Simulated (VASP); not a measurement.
An input for Quantum ESPRESSO's pw.x (written as the equivalent of a VASP run, and not itself run):

```
&CONTROL
  calculation = 'vc-relax'
  pseudo_dir = './pseudo'
  outdir = './out'
  tprnfor = .true.
  tstress = .true.
  nstep = 40
  forc_conv_thr = 0.00078
/
&SYSTEM
  ibrav = 0
  nat = 2
  ntyp = 2
  ecutwfc = 84
  occupations = 'smearing'
  smearing = 'gaussian'
  degauss = 0.003675
  input_dft = 'pbesol'
/
&ELECTRONS
  conv_thr = 7.3e-08
  electron_maxstep = 100
/
&IONS
/
&CELL
  press = 50
/
ATOMIC_SPECIES
  Ba 137.327 Ba.upf
  O 15.999 O.upf
CELL_PARAMETERS angstrom
    -0.0000000    2.7139298    2.7139298
     2.7139298    0.0000000    2.7139298
     2.7139298    2.7139298    0.0000000
ATOMIC_POSITIONS crystal
  Ba   0.0000000  0.0000000  0.0000000
  O    0.5000000  0.5000000  0.5000000
K_POINTS automatic
  8 8 8 0 0 0
```

Question: Write the VASP files for the same calculation (PBEsol).

Answer: Several could match; the one computed here: 
POSCAR:
```
BaO
1.0
  0.0000000000   2.7139298396   2.7139298396
  2.7139298396   0.0000000000   2.7139298396
  2.7139298396   2.7139298396   0.0000000000
Ba O
1 1
direct
  0.0000000000   0.0000000000   0.0000000000
  0.5000000000   0.5000000000   0.5000000000
```

### INCAR
```
SYSTEM = BaO
PREC = Accurate
ENCUT = 620
EDIFF = 1E-6
NELM = 100
ALGO = Normal
LREAL = .FALSE.
LASPH = .TRUE.
ISMEAR = 0
SIGMA = 0.05
GGA = PS
LMAXMIX = 4
LWAVE = .FALSE.
LCHARG = .FALSE.
IBRION = 2
ISIF = 3
NSW = 40
EDIFFG = -0.02
PSTRESS = 50
```

KPOINTS:
```
K-points
0
gamma
  8 8 8
```

POTCAR, in this order: Ba_sv O (PBE.64 set). Program: vasp_std.

The two are equivalent in intent, not identical: the potentials are each code's own (VASP's PAW set, PseudoDojo norm-conserving files in pw.x), so ENCUT and ecutwfc are chosen apart and not converted; conv_thr bounds pw.x's estimated SCF error, while EDIFF bounds the energy change between steps; forc_conv_thr acts on force components and is met together with etot_conv_thr.

The structure was generated: BaO was put into the rock salt type (Fm-3m), which need not be its known phase. It was relaxed first under an external pressure of 5 GPa.
